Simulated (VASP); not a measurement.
```yaml
crystal:
  lattice:
    - [6.00518, 0.00000, 0.00000]
    - [0.00000, 6.00518, 0.00000]
    - [0.00000, 0.00000, 6.00518]
  atoms:
    - { symbol: Cs, position: [0.00000, 0.00000, 0.00000] }
    - { symbol: Pb, position: [0.50000, 0.50000, 0.50000] }
    - { symbol: Br, position: [0.50000, 0.00000, 0.50000] }
    - { symbol: Br, position: [0.00000, 0.50000, 0.50000] }
    - { symbol: Br, position: [0.50000, 0.50000, 0.00000] }
```

The numbers are results of PBE GGA, VASP's PBE PAW potentials (set 64) (plane waves; VASP), not measurements. Run with 400 eV cut-off, 7×7×7 Γ-centred mesh, Gaussian smearing of 0.010 eV, potentials Cs_sv Pb_d Br.

Q: Predict the energy per atom (σ→0).

A: 
| Property | Result |
|---|---|
| energy per atom (σ→0) | -3180 meV/atom |

Only differences to runs with the same potentials and settings are physical.

The compound is CsPbBr3 in the cubic perovskite structure, the ideal cubic form; the compound distorts at low or room temperature. It was relaxed first, which changed the volume by +7 %.
